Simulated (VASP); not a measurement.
Here is a VASP 6.6.1 calculation.

Contents of POSCAR:

```
ZnS
1.0
    0.0000000000      2.7020000000      2.7020000000
    2.7020000000      0.0000000000      2.7020000000
    2.7020000000      2.7020000000      0.0000000000
Zn S
1 1
Direct
    0.2500000000      0.2500000000      0.2500000000
    0.0000000000      0.0000000000      0.0000000000
```

Contents of INCAR.step1:

```
ALGO = Normal ; EDIFF = 1E-7
ENCUT = 520 ; GGA = PE
ISIF = 2 ; ISMEAR = 0
LASPH = T ; LCHARG = T
LREAL = F ; LWAVE = F
NBANDS = 16 ; NELM = 80
PREC = Accurate ; SIGMA = 0.02
```

The input KPOINTS.step1:

```
k-points
0
Gamma
  10 10 10
```

INCAR.step2

```
ALGO = Normal ; EDIFF = 1E-7
ENCUT = 520 ; GGA = PE
ICHARG = 11 ; ISIF = 2
ISMEAR = 0 ; LASPH = T
LCHARG = F ; LREAL = F
LWAVE = F ; NBANDS = 16
NELM = 80 ; PREC = Accurate
SIGMA = 0.05
```

File KPOINTS.step2:

```
path GXWKGLUWLK,UX
15
line-mode
reciprocal
 0.0000000000  0.0000000000  0.0000000000  G
 0.5000000000  0.0000000000  0.5000000000  X

 0.5000000000  0.0000000000  0.5000000000  X
 0.5000000000  0.2500000000  0.7500000000  W

 0.5000000000  0.2500000000  0.7500000000  W
 0.3750000000  0.3750000000  0.7500000000  K

 0.3750000000  0.3750000000  0.7500000000  K
 0.0000000000  0.0000000000  0.0000000000  G

 0.0000000000  0.0000000000  0.0000000000  G
 0.5000000000  0.5000000000  0.5000000000  L

 0.5000000000  0.5000000000  0.5000000000  L
 0.6250000000  0.2500000000  0.6250000000  U

 0.6250000000  0.2500000000  0.6250000000  U
 0.5000000000  0.2500000000  0.7500000000  W

 0.5000000000  0.2500000000  0.7500000000  W
 0.5000000000  0.5000000000  0.5000000000  L

 0.5000000000  0.5000000000  0.5000000000  L
 0.3750000000  0.3750000000  0.7500000000  K

 0.6250000000  0.2500000000  0.6250000000  U
 0.5000000000  0.0000000000  0.5000000000  X
```

Potentials or basis: VASP PAW PBE potentials, release 64 (Zn, S).

Launch:

```sh
$ cat potpaw_PBE.64/Zn/POTCAR potpaw_PBE.64/S/POTCAR > POTCAR
$ cp INCAR.step1 INCAR
$ cp KPOINTS.step1 KPOINTS
$ mpirun -np 1 vasp_std > vasp.out
$ cp INCAR.step2 INCAR
$ cp KPOINTS.step2 KPOINTS
$ mpirun -np 1 vasp_std > vasp.out
```

Q: Estimate the band gap on the k mesh.

A: 2.11 eV, direct.

Q: Predict the band gap along the path.

A: 2.11 eV, direct.

Levels at the corners of the path, in eV from the valence-band top:
| point | band 6 | band 7 | band 8 | band 9 | band 10 | band 11 | band 12 | band 13 |
| --- | --- | --- | --- | --- | --- | --- | --- | --- |
| Γ | -5.84 | 0.00 | 0.00 | 0.00 | 2.11 | 6.40 | 6.40 | 6.40 |
| X | -5.62 | -4.56 | -2.22 | -2.22 | 3.41 | 4.08 | 10.98 | 11.97 |
| X | -5.62 | -4.56 | -2.22 | -2.22 | 3.41 | 4.08 | 10.98 | 11.97 |
| W | -5.44 | -4.59 | -2.75 | -2.71 | 5.71 | 6.04 | 7.88 | 8.24 |
| W | -5.44 | -4.59 | -2.75 | -2.71 | 5.71 | 6.04 | 7.88 | 8.24 |
| K | -5.49 | -4.62 | -3.11 | -1.80 | 4.13 | 5.97 | 9.40 | 9.79 |
| K | -5.49 | -4.62 | -3.11 | -1.80 | 4.13 | 5.97 | 9.40 | 9.79 |
| Γ | -5.84 | 0.00 | 0.00 | 0.00 | 2.11 | 6.40 | 6.40 | 6.40 |
| Γ | -5.84 | 0.00 | 0.00 | 0.00 | 2.11 | 6.40 | 6.40 | 6.40 |
| L | -5.64 | -5.29 | -0.87 | -0.87 | 3.31 | 6.93 | 6.93 | 8.88 |
| L | -5.64 | -5.29 | -0.87 | -0.87 | 3.31 | 6.93 | 6.93 | 8.88 |
| U | -5.49 | -4.62 | -3.11 | -1.80 | 4.13 | 5.97 | 9.40 | 9.79 |
| U | -5.49 | -4.62 | -3.11 | -1.80 | 4.13 | 5.97 | 9.40 | 9.79 |
| W | -5.44 | -4.59 | -2.75 | -2.71 | 5.71 | 6.04 | 7.88 | 8.24 |
| W | -5.44 | -4.59 | -2.75 | -2.71 | 5.71 | 6.04 | 7.88 | 8.24 |
| L | -5.64 | -5.29 | -0.87 | -0.87 | 3.31 | 6.93 | 6.93 | 8.88 |
| L | -5.64 | -5.29 | -0.87 | -0.87 | 3.31 | 6.93 | 6.93 | 8.88 |
| K | -5.49 | -4.62 | -3.11 | -1.80 | 4.13 | 5.97 | 9.40 | 9.79 |
| U | -5.49 | -4.62 | -3.11 | -1.80 | 4.13 | 5.97 | 9.40 | 9.79 |
| X | -5.62 | -4.56 | -2.22 | -2.22 | 3.41 | 4.08 | 10.98 | 11.97 |

Caveat: the log is that of the step along the path at fixed density, whose energy, stress, charges and moments have no meaning.

**The experiment to reproduce.**

From “Electronic, vibrational, and thermodynamic properties of ZnS (zincblende and rocksalt structure)”, 2009, arxiv:0911.5022, for a bulk crystal of ZnS at 19 K: band gap 3.85 eV (direct).

A measured gap of ZnS is 3.85 eV (direct; 19 K; quoted in “Electronic, vibrational, and thermodynamic properties of ZnS (zincblende and rocksalt structure)”, 2009, arxiv:0911.5022); the calculated 2.11 eV misses it by -1.74 eV. The value is that of PBE, without temperature or zero-point motion. Semilocal functionals fall short of measured gaps as a rule.
